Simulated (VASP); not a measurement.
A VASP calculation is set up with these files.

**KPOINTS**
```
Automatic mesh
0
gamma
 7 7 2
0 0 0
```

**POSCAR**
```
MoSe2
1
    3.3161918645     0.0000000000    -0.0000000000
   -1.6580959323     2.8719062657     0.0000000000
   -0.0000000000    -0.0000000000    15.3559656490
Mo Se
2 4
Direct
  0.0000000000   0.0000000000   0.2500000000
  0.0000000000   0.0000000000   0.7500000000
  0.3333330000   0.6666670000   0.3587854264
  0.6666670000   0.3333330000   0.6412145736
  0.6666670000   0.3333330000   0.8587854264
  0.3333330000   0.6666670000   0.1412145736
```

### INCAR
```
! general
SYSTEM  = MoSe2
PREC    = Accurate
ENCUT   = 480
LREAL   = .False.
LASPH   = .True.

! electronic loop
EDIFF   = 1E-6
NELM    = 100
ALGO    = Normal
LMAXMIX = 4

! smearing
ISMEAR  = 0
SIGMA   = 0.05

! functional
GGA     = PE

! ions
IBRION  = 2
NSW     = 60
ISIF    = 3
EDIFFG  = -0.02

! output
LWAVE   = .False.
LCHARG  = .False.
```

POTCAR, in this order: Mo Se (PBE.64 set). Program: vasp_std.

Problem. Translate this PBE calculation to Ansatz.

Solution. One equivalent input (not run):
Ansatz 0.2 input:
```yaml
crystal:
  lattice:
    - [3.3161919, 0.0000000, 0.0000000]
    - [-1.6580959, 2.8719063, 0.0000000]
    - [0.0000000, 0.0000000, 15.3559656]
  atoms:
    - { symbol: Mo, position: [0.0000000, 0.0000000, 0.2500000] }
    - { symbol: Mo, position: [0.0000000, 0.0000000, 0.7500000] }
    - { symbol: Se, position: [0.3333330, 0.6666670, 0.3587854] }
    - { symbol: Se, position: [0.6666670, 0.3333330, 0.6412146] }
    - { symbol: Se, position: [0.6666670, 0.3333330, 0.8587854] }
    - { symbol: Se, position: [0.3333330, 0.6666670, 0.1412146] }
kpoints:
  mp_grid: { grid: [7, 7, 2] }
hamiltonian:
  xc: pbe
  pseudopotentials: { kind: paw }
scf:
  occupations: { method: gaussian, width: 0.05 }
  max_iter: 100
relax:
  max_steps: 60
  f_tol: 0.02
  cell: {}
output: { forces: true, stress: true, eigenvalues: true }
```
The two are equivalent in intent, not identical: each code has its own PAW files, so the cut-off isn't converted (ENCUT is set for VASP's; basis.ecutwfc is left out, and Ansatz then takes the one that its files recommend); Ansatz stops its SCF on the density residual and VASP on the energy change (EDIFF).

The structure comes from a computed database's MoSe2 entry (P6_3/mmc); how it stands against other phases isn't given here. It was relaxed first, which changed the volume by +10 %. The start is the result of an earlier pass.
